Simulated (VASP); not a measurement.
Molecule: Cl2GaH, in a box.

```
Cl Ga H
1.0
    12.00000    0.00000    0.00000
     0.00000   13.00000    0.00000
     0.00000    0.00000   11.00000
Cl Ga H
2 1 1
Direct
  0.37725 0.49802 0.44085
  0.62492 0.38412 0.56533
  0.54770 0.51672 0.48940
  0.61078 0.61911 0.47086
```

Program: VASP 6.6.1. Alike in all runs: task single point; potentials or basis VASP PAW PBE potentials, release 64 (Cl, Ga_d, H); no spin polarisation; cell as given; k mesh 1 × 1 × 1; cutoff (eV) 520; smearing gaussian 0.01 eV.

Task: Order these runs on this cell by their band gap on the k mesh, lowest first.
A. level r2SCAN0; further INCAR settings ALGO = Normal; EDIFF = 1e-06; grid for exact exchange (PRECFOCK) Fast; exchange at q = 0 default
B. level SCAN; further INCAR settings ALGO = Normal; EDIFF = 1e-06
C. level BLYP; further INCAR settings ALGO = Fast; EDIFF = 1e-07; NBANDS = 22

Result: C (5.10 eV), B (5.76 eV), A (7.80 eV).

Runs at the PBE level aren't shown here.
